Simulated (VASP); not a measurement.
Input of a VASP 6.6.1 run:

INCAR

```
PREC = Accurate
ENCUT = 520
EDIFF = 1E-6
ISMEAR = -1
SIGMA = 0.05
LREAL = F
LASPH = T
NELM = 80
ALGO = Fast
ISIF = 2
LWAVE = F
LCHARG = F
LMAXMIX = 4
GGA = AM
```

File KPOINTS:

```
regular mesh
0
Gamma
  4 4 6
```

The input POSCAR:

```
Y3F
1.0
    6.2666500000      0.0000000000      0.0000000000
   -3.1333300000      5.4270800000      0.0000000000
    0.0000000000      0.0000000000      3.3619900000
Y F
3 1
Direct
    0.5000000000      0.0000000000      0.0000000000
    0.0000000000      0.5000000000      0.0000000000
    0.5000000000      0.5000000000      0.0000000000
    0.0000000000      0.0000000000      0.0000000000
```

The input KPOINTS_OPT:

```
path GMKGALHA,LM,KH
10
line-mode
reciprocal
 0.0000000000  0.0000000000  0.0000000000  G
 0.5000000000  0.0000000000  0.0000000000  M

 0.5000000000  0.0000000000  0.0000000000  M
 0.3333333333  0.3333333333  0.0000000000  K

 0.3333333333  0.3333333333  0.0000000000  K
 0.0000000000  0.0000000000  0.0000000000  G

 0.0000000000  0.0000000000  0.0000000000  G
 0.0000000000  0.0000000000  0.5000000000  A

 0.0000000000  0.0000000000  0.5000000000  A
 0.5000000000  0.0000000000  0.5000000000  L

 0.5000000000  0.0000000000  0.5000000000  L
 0.3333333333  0.3333333333  0.5000000000  H

 0.3333333333  0.3333333333  0.5000000000  H
 0.0000000000  0.0000000000  0.5000000000  A

 0.5000000000  0.0000000000  0.5000000000  L
 0.5000000000  0.0000000000  0.0000000000  M

 0.3333333333  0.3333333333  0.0000000000  K
 0.3333333333  0.3333333333  0.5000000000  H
```

Potentials or basis: VASP PAW PBE potentials, release 64 (Y_sv, F).

Run with:

```console
$ cat potpaw_PBE.64/Y_sv/POTCAR potpaw_PBE.64/F/POTCAR > POTCAR
$ mpirun -np 1 vasp_std > vasp.out
```

What does it give for the pressure?

-1.7 GPa.

What does it give for the band gap along the path?

None (metal or under the smearing width).

Levels at the corners of the path, in eV from the Fermi level:
| point | band 18 | band 19 | band 20 | band 21 | band 22 | band 23 |
| --- | --- | --- | --- | --- | --- | --- |
| Γ | -1.23 | -1.08 | -1.08 | -0.01 | 0.29 | 0.29 |
| M | -1.90 | -0.38 | -0.33 | 0.22 | 0.61 | 0.91 |
| M | -1.90 | -0.38 | -0.33 | 0.22 | 0.61 | 0.91 |
| K | -2.21 | -0.66 | 0.17 | 0.18 | 0.18 | 1.28 |
| K | -2.21 | -0.66 | 0.17 | 0.18 | 0.18 | 1.28 |
| Γ | -1.23 | -1.08 | -1.08 | -0.01 | 0.29 | 0.29 |
| Γ | -1.23 | -1.08 | -1.08 | -0.01 | 0.29 | 0.29 |
| A | -1.96 | -0.64 | -0.64 | -0.06 | -0.06 | 0.48 |
| A | -1.96 | -0.64 | -0.64 | -0.06 | -0.06 | 0.48 |
| L | -0.74 | -0.69 | -0.26 | 0.23 | 1.00 | 1.14 |
| L | -0.74 | -0.69 | -0.26 | 0.23 | 1.00 | 1.14 |
| H | -1.11 | -0.29 | 0.25 | 0.25 | 0.74 | 0.74 |
| H | -1.11 | -0.29 | 0.25 | 0.25 | 0.74 | 0.74 |
| A | -1.96 | -0.64 | -0.64 | -0.06 | -0.06 | 0.48 |
| L | -0.74 | -0.69 | -0.26 | 0.23 | 1.00 | 1.14 |
| M | -1.90 | -0.38 | -0.33 | 0.22 | 0.61 | 0.91 |
| K | -2.21 | -0.66 | 0.17 | 0.18 | 0.18 | 1.28 |
| H | -1.11 | -0.29 | 0.25 | 0.25 | 0.74 | 0.74 |

Caveat: the PAW data sets were made with another functional, which shifts forces and pressure a little.
